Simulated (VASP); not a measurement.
The system is WS2.

```
CELL_PARAMETERS angstrom
3.15410 0.00000 0.00000
-1.57705 2.73153 0.00000
0.00000 0.00000 12.14229
ATOMIC_POSITIONS crystal
W 0.33333 0.66667 0.25000
W 0.66667 0.33333 0.75000
S 0.33333 0.66667 0.62030
S 0.66667 0.33333 0.12030
S 0.33333 0.66667 0.87970
S 0.66667 0.33333 0.37970
```

Program: VASP 6.6.1. Alike in all runs: task band structure; potentials or basis VASP PAW PBE potentials, release 64 (W_sv, S); cell as given; cutoff (eV) 520; smearing gaussian 0.03 eV. Hardware: 2 MPI ranks on Intel(R) Xeon(R) Platinum 8488C (Sapphire Rapids), with other jobs on the host.

Task: Order these runs on this cell by their wall time, lowest first.
A. level PBE+D3(BJ); spin SOC, no magnetisation; k mesh 9 × 9 × 2
B. level TB-mBJ; spin SOC, no magnetisation; k mesh 9 × 9 × 2
C. level PBE+D3(BJ); spin off; k mesh 12 × 12 × 3

Result: C (170 s), A (830 s), B (2100 s).
